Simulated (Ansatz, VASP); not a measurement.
# Cross-check of Mo2NO2 between VASP and Ansatz, part 2 of 2

Aim: how closely do two programs agree when they are given the same cell, functional and k mesh? The structure shown is the start of the Ansatz relaxation below; VASP solves that cell, so the two are compared at the walk's first step.

VASP 6.6.1 and Ansatz 0.2.0.

So far: Starting point; Ansatz: relaxation, PBEsol.

**3. VASP: single point, PBEsol, start cell**

Level of this step: PBEsol, no spin polarisation; plane waves and PAW (N, Mo_sv, O) (VASP).

The same cell, functional, mesh and smearing now go to VASP, with its own data sets.

Lines of VASP's logs that name or quote its potential files are left out, and so is its time.

Input file INCAR:

```
SYSTEM = Mo2NO2
PREC = Accurate
ENCUT = 520
EDIFF = 1E-06
NELM = 120
ISMEAR = 1
SIGMA = 0.2
LREAL = .FALSE.
ALGO = Normal
GGA = PS
NBANDS = 55
LASPH = .TRUE.
LORBIT = 11
LWAVE = .FALSE.
LCHARG = .FALSE.
ISIF = 2
LDIPOL = .TRUE.
IDIPOL = 3
DIPOL = 0.5 0.5 0.307
LVHAR = .TRUE.
GGA_COMPAT = .FALSE.
NELMDL = -8
KPAR = 2
```

Input file POSCAR:

```
Mo2NO2
1.0
    3.1275980000      0.0000000000      0.0000000000
    0.0000000000      5.4171590000      0.0000000000
    0.0000000000      0.0000000000     32.6000000000
N Mo O
2 4 4
Direct
    0.5000000000      0.4944229992      0.3025551840
    0.0000000000      0.0055770931      0.3109417485
    0.0000000000      0.3466675060      0.3383959202
    0.5000000000      0.8199991915      0.3386480061
    0.5000000000      0.1533324017      0.2751010123
    0.0000000000      0.6800009008      0.2748489264
    0.5000000000      0.1692538469      0.3679307975
    0.0000000000      0.6640794557      0.3721243865
    0.0000000000      0.3307462454      0.2455661350
    0.5000000000      0.8359204520      0.2413725460
```

Input file KPOINTS:

```
Automatic mesh
0
Gamma
12 8 1
0 0 0
```

PAW data sets: N, Mo_sv and O (PBE family, release 64).

The run is started by

```
$ mpirun -np 2 vasp_std
```

Numbers of over 12 decimals in the logs are rounded to 6 here.

Output:

```text
[banner, memory and clock lines left out]
running    2 mpi-ranks, on    1 nodes
 distrk:  each k-point on    1 cores,    2 groups
 distr:  one band on    1 cores,    1 groups

 POSCAR found type information on POSCAR N MoO
 POSCAR found :  3 types and      10 ions
|                                                                             |
|               ----> ADVICE to this user running VASP <----                  |
|                                                                             |
|     You enforced a specific xc type in the INCAR file but a different       |
|     [... a line on the potential file left out ...]
|     I HOPE YOU KNOW WHAT YOU ARE DOING!                                     |
|                                                                             |

 LDA part: xc-table for (Slater+PW92), standard interpolation
 POSCAR, INCAR and KPOINTS ok, starting setup
 FFT: planning ... GRIDC
 FFT: planning ... GRID_SOFT
 FFT: planning ... GRID
 WAVECAR not read
 entering main loop
       N       E                     dE             d eps       ncg     rms          rms(c)
DAV:   1     0.861950208447E+03    0.86195E+03   -0.49610E+04  5178   0.134E+03
DAV:   2    -0.243981373658E+02   -0.88635E+03   -0.87245E+03  5103   0.355E+02
DAV:   3    -0.110308229437E+03   -0.85910E+02   -0.84363E+02  4476   0.106E+02
DAV:   4    -0.113392717096E+03   -0.30845E+01   -0.30412E+01  4919   0.196E+01
DAV:   5    -0.113469756763E+03   -0.77040E-01   -0.76651E-01  4781   0.278E+00
DAV:   6    -0.113472269956E+03   -0.25132E-02   -0.25114E-02  4943   0.506E-01
DAV:   7    -0.113472360172E+03   -0.90216E-04   -0.90190E-04  4564   0.817E-02
DAV:   8    -0.113472364631E+03   -0.44588E-05   -0.44586E-05  4024   0.179E-02    0.713E+01
DAV:   9    -0.985305754394E+02    0.14942E+02   -0.11691E+02  4071   0.482E+01    0.197E+01
DAV:  10    -0.979048943332E+02    0.62568E+00   -0.25648E+01  4089   0.240E+01    0.179E+01
DAV:  11    -0.968232776536E+02    0.10816E+01   -0.63104E+00  4409   0.134E+01    0.291E+00
DAV:  12    -0.968492914661E+02   -0.26014E-01   -0.19267E+00  4741   0.682E+00    0.212E+00
DAV:  13    -0.967565768378E+02    0.92715E-01   -0.41676E-01  4520   0.326E+00    0.546E-01
DAV:  14    -0.967562350731E+02    0.34176E-03   -0.27882E-02  4893   0.779E-01    0.194E-01
[...]
DAV:  22    -0.967566695238E+02   -0.10442E-03   -0.21083E-06  3300   0.538E-03    0.145E-03
DAV:  23    -0.967567304949E+02   -0.60971E-04   -0.18135E-06  3204   0.325E-03    0.107E-03
DAV:  24    -0.967567565437E+02   -0.26049E-04   -0.36639E-07  2598   0.203E-03    0.776E-04
DAV:  25    -0.967567705416E+02   -0.13998E-04   -0.38421E-07  2650   0.134E-03    0.484E-04
DAV:  26    -0.967567760101E+02   -0.54684E-05   -0.17235E-07  2509   0.912E-04    0.132E-04
DAV:  27    -0.967567776589E+02   -0.16488E-05   -0.67006E-08  2387   0.599E-04    0.895E-05
DAV:  28    -0.967567789517E+02   -0.12928E-05   -0.61744E-08  2422   0.436E-04    0.641E-05
DAV:  29    -0.967567795446E+02   -0.59286E-06   -0.28213E-08  2233   0.387E-04
   1 F= -.96756780E+02 E0= -.96753846E+02  d E =-.880126E-02
```

From OUTCAR (step 3):

```text
ion  position               nearest neighbor table
   1  0.500  0.494  0.303-   5 2.05   6 2.07   6 2.07   3 2.11   3 2.11   4 2.12
   2  0.000  0.006  0.311-   3 2.05   4 2.07   4 2.07   5 2.11   5 2.11   6 2.12
   3  0.000  0.347  0.338-   8 2.04   2 2.05   7 2.07   7 2.07   1 2.11   1 2.11   6 2.75   5 2.79
                             5 2.79   4 3.00   4 3.00   4 3.25   4 3.25
   4  0.500  0.820  0.339-   2 2.07   2 2.07   8 2.09   8 2.09   7 2.12   1 2.12   6 2.71   6 2.71
                             5 2.75   3 3.00   3 3.00   3 3.25   3 3.25
   5  0.500  0.153  0.275-  10 2.04   1 2.05   9 2.07   9 2.07   2 2.11   2 2.11   4 2.75   3 2.79
                             3 2.79   6 3.00   6 3.00   6 3.25   6 3.25
   6  0.000  0.680  0.275-   1 2.07   1 2.07  10 2.09  10 2.09   9 2.12   2 2.12   4 2.71   4 2.71
                             3 2.75   5 3.00   5 3.00   5 3.25   5 3.25
   7  0.500  0.169  0.368-   3 2.07   3 2.07   4 2.12
   8  0.000  0.664  0.372-   3 2.04   4 2.09   4 2.09
   9  0.000  0.331  0.246-   5 2.07   5 2.07   6 2.12
  10  0.500  0.836  0.241-   5 2.04   6 2.09   6 2.09

  LATTYP: Found a simple orthorhombic cell.
 ALAT       =     3.1275980000
 B/A-ratio  =     1.7320509221
 C/A-ratio  =    10.4233344567

 Subroutine GETGRP returns: Found  4 space group operations
 (whereof  2 operations were pure point group operations)

The static configuration has the point symmetry C_1h.
 The point group associated with its full space group is C_2h.

 Found     35 irreducible k-points:

   k-points           NKPTS =     35   k-points in BZ     NKDIM =     35   number of bands    NBANDS=     55

   dimension x,y,z NGX =    24 NGY =   40 NGZ =  250
   dimension x,y,z NGXF=    48 NGYF=   80 NGZF=  500

   ENCUT  =  520.0 eV  38.22 Ry    6.18 a.u.   5.82 10.07 60.61*2*pi/ulx,y,z

   NELECT =      90.0000    total number of electrons

 k-points in reciprocal lattice and weights: Automatic mesh
   0.00000000  0.00000000  0.00000000       0.010
   0.08333333  0.00000000  0.00000000       0.021
   0.16666667  0.00000000  0.00000000       0.021
   0.25000000  0.00000000  0.00000000       0.021
   0.33333333  0.00000000  0.00000000       0.021
   0.41666667  0.00000000  0.00000000       0.021
   0.50000000  0.00000000  0.00000000       0.010
   0.00000000  0.12500000  0.00000000       0.021
   0.08333333  0.12500000  0.00000000       0.042
[...]
0.41666667  0.50000000  0.00000000       0.021
   0.50000000  0.50000000  0.00000000       0.010

 dipolmoment           0.000000      0.000000      0.000001 electrons x Angstroem

 average (electrostatic) potential at core
       1 -73.4089       2 -73.4090       3 -85.8065       4 -85.7329       5 -85.8065
       6 -85.7329       7 -78.7931       8 -79.0466       9 -78.7930      10 -79.0466

 E-fermi :  -3.1814

 k-point     1 :       0.0000    0.0000    0.0000
  band No.  band energies     occupation
    ...
     42      -5.6133      2.00000
     43      -4.9097      2.00000
     44      -3.5666      2.02015
     45      -3.2623      1.62668
     46      -3.1378      0.64084
     47      -2.4051     -0.00000
     48      -2.3130     -0.00000
     49      -1.8415     -0.00000
     50      -1.6752     -0.00000
     51      -1.5978     -0.00000
    ...

 k-point     2 :       0.0833    0.0000    0.0000
  band No.  band energies     occupation
    ...
     42      -5.2326      2.00000
     43      -4.7195      2.00000
     44      -3.7377      2.00060
     45      -3.3183      1.90882
     46      -3.2585      1.60190
     47      -2.2677     -0.00000
     48      -2.2148     -0.00000
     49      -1.8022     -0.00000
     50      -1.6016     -0.00000
     51      -1.5493     -0.00000
    ...

 k-point     3 :       0.1667    0.0000    0.0000
  band No.  band energies     occupation
    ...
     42      -4.8767      2.00000
     43      -4.3959      2.00000
     44      -3.8609      2.00002
     45      -3.4697      2.06033
     46      -3.4679      2.06105
     47      -2.0925     -0.00000
     48      -1.9532     -0.00000
     49      -1.6974     -0.00000
     50      -1.4455     -0.00000
     51      -1.4069     -0.00000
    ...

  Total       -0.8358726     -0.7098042      1.5875107      0.0000000      0.8479515      0.0000000
  in kB       -2.4246583     -2.0589654      4.6049734      0.0000000      2.4596962      0.0000000
  external PRESSURE =       0.0404499 kB  Pullay stress =       0.0000000 kB

  energy-cutoff  :      520.00
  volume of cell :      552.33
      direct lattice vectors                 reciprocal lattice vectors
     3.127598000  0.000000000  0.000000000     0.319734186  0.000000000  0.000000000
     0.000000000  5.417159000  0.000000000     0.000000000  0.184598606  0.000000000
     0.000000000  0.000000000 32.600000000     0.000000000  0.000000000  0.030674847

 POSITION                                       TOTAL-FORCE (eV/Angst)
 -----------------------------------------------------------------------------------
      1.56380      2.67837      9.86330         0.000000     -0.001100      0.060601
      0.00000      0.03021     10.13670         0.000000      0.001100     -0.060601
      0.00000      1.87795     11.03171         0.000000      0.248767      0.139830
      1.56380      4.44207     11.03992         0.000000     -0.149499      0.307497
      1.56380      0.83063      8.96829         0.000000     -0.248767     -0.139830
      0.00000      3.68367      8.96008         0.000000      0.149499     -0.307497
      1.56380      0.91688     11.99454         0.000000      0.129730      0.088533
      0.00000      3.59742     12.13125         0.000000      0.030058      0.113094
      0.00000      1.79170      8.00546         0.000000     -0.129730     -0.088533
      1.56380      4.52831      7.86874         0.000000     -0.030058     -0.113094
 -----------------------------------------------------------------------------------
    total drift:                                0.000000      0.002694     -0.000267

  FREE ENERGIE OF THE ION-ELECTRON SYSTEM (eV)
  ---------------------------------------------------
  free  energy   TOTEN  =       -96.7567795446 eV

  energy  without entropy=      -96.7479782822  energy(sigma->0) =      -96.75384579

 vacuum level on the upper side and lower side of the slab         3.020         3.020

 total charge
# of ion       s       p       d       tot
------------------------------------------
    1        1.247   2.556   0.000   3.802
    2        1.247   2.556   0.000   3.802
    3        2.300   6.252   3.918  12.471
    4        2.295   6.246   3.950  12.491
    5        2.300   6.252   3.918  12.471
    6        2.295   6.246   3.950  12.491
    7        1.562   3.417   0.000   4.979
    8        1.568   3.406   0.000   4.974
    9        1.562   3.417   0.000   4.979
   10        1.568   3.406   0.000   4.974
--------------------------------------------------
tot         17.946  43.752  15.736  77.433

[... 3 further parts left out ...]
```

This run has no spin polarisation, so a moment on Mo, if there is one, isn't seen.

**4. Differences**

Known differences besides the potentials themselves: Ansatz cuts the interaction across the vacuum, VASP repeats the sheet with a dipole correction; the cutoff is 420 eV in Ansatz and 520 eV in VASP; Ansatz makes its cores anew for this functional, VASP keeps those of its PBE data sets. Total energies have different zeros and are not compared.

Forces (eV/Å; atoms numbered as in POSCAR):

| atom | Ansatz x, y, z | VASP x, y, z |
| --- | --- | --- |
| N1 | 0.000, 0.002, 0.064 | 0.000, -0.001, 0.061 |
| N2 | 0.000, -0.002, -0.064 | 0.000, 0.001, -0.061 |
| Mo3 | 0.000, 0.256, 0.098 | 0.000, 0.249, 0.140 |
| Mo4 | 0.000, -0.158, 0.252 | 0.000, -0.149, 0.307 |
| Mo5 | 0.000, -0.256, -0.098 | 0.000, -0.249, -0.140 |
| Mo6 | 0.000, 0.158, -0.252 | 0.000, 0.149, -0.307 |
| O7 | 0.000, 0.134, 0.068 | 0.000, 0.130, 0.089 |
| O8 | 0.000, 0.023, 0.083 | 0.000, 0.030, 0.113 |
| O9 | 0.000, -0.134, -0.068 | 0.000, -0.130, -0.089 |
| O10 | 0.000, -0.023, -0.083 | 0.000, -0.030, -0.113 |

The forces differ by 21 meV/Å r.m.s., which is 16.2 % of the r.m.s. force of 0.127 eV/Å (both taken over all components). With vacuum in the cell, a pressure given here is an average over mostly empty space and none of the material.

**5. Summary of results**

```
r.m.s. force difference (single point, PBEsol, start cell) : 21 meV/Å
```

**Reading.** The r.m.s. force difference is 21 meV/Å (single point, PBEsol, start cell), beyond the 12 meV/Å picked in this series as the mark of a large difference. What causes the difference of the single point, PBEsol, start cell pair stays open here. 1 further run of this series is not shown here. How closely two codes agree says nothing of how well the functional describes the real material.

[Lines on the potential files, build, host, timing and source positions are cut from VASP's logs without a mark.]

[Logs are printed without paths, hosts, clocks, repeated set-up lines and the standing remarks that a program may print on its own settings, such as how far it seeks lower states.]

[Hosts, paths, dates, database ids (printed as entryN), source tags and the programs' standing remarks are cut or masked in the printed files.]
